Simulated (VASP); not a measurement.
A convergence study with VASP on BP (zinc blende): one setting is varied, all else stays as given below, so the limit is that of these other settings. ε∞ is the independent-particle value.

```xyz
2
Lattice="0.0000 2.2700 2.2700 2.2700 0.0000 2.2700 2.2700 2.2700 0.0000" Properties=species:S:1:pos:R:3 pbc="T T T"
B      0.0000     0.0000     0.0000
P      1.1350     1.1350     1.1350
```

All values below come from PBE GGA, VASP's PBE PAW potentials (set 64) (plane waves; VASP 6.6.1). The tightest run used: 700 eV cut-off, 8×8×8 Γ-centred mesh, Gaussian smearing of 0.050 eV, potentials B P.

**Question.** The settings run are NBANDS = 5; NBANDS = 6; NBANDS = 8; NBANDS = 12; NBANDS = 20; NBANDS = 36; NBANDS = 68; NBANDS = 132. From which on does the mean ε∞ stay within 0.05  of the tightest run?

**Answer.** From NBANDS = 12 on: it is off by 0.03 there and by no more than 0.05 in any finer run, while NBANDS = 8 is off by 0.22.
| setting | mean ε∞ | bands | difference judged () |
|---|---|---|---|
| NBANDS = 5 | 6.77 | 5 | 3.08 |
| NBANDS = 6 | 8.47 | 6 | 1.38 |
| NBANDS = 8 | 9.63 | 8 | 0.22 |
| NBANDS = 12 | 9.82 | 12 | 0.03 |
| NBANDS = 20 | 9.84 | 20 | 0.01 |
| NBANDS = 36 | 9.85 | 36 | 0.00 |
| NBANDS = 68 | 9.85 | 68 | 0.00 |
| NBANDS = 132 | 9.85 | 132 | 0.00 |

Left out are rungs that failed or repeat a setting and relaxations that didn't move; long series are thinned to 24 rows.

The compound is BP in the zinc blende structure. The cell was not relaxed at this level.
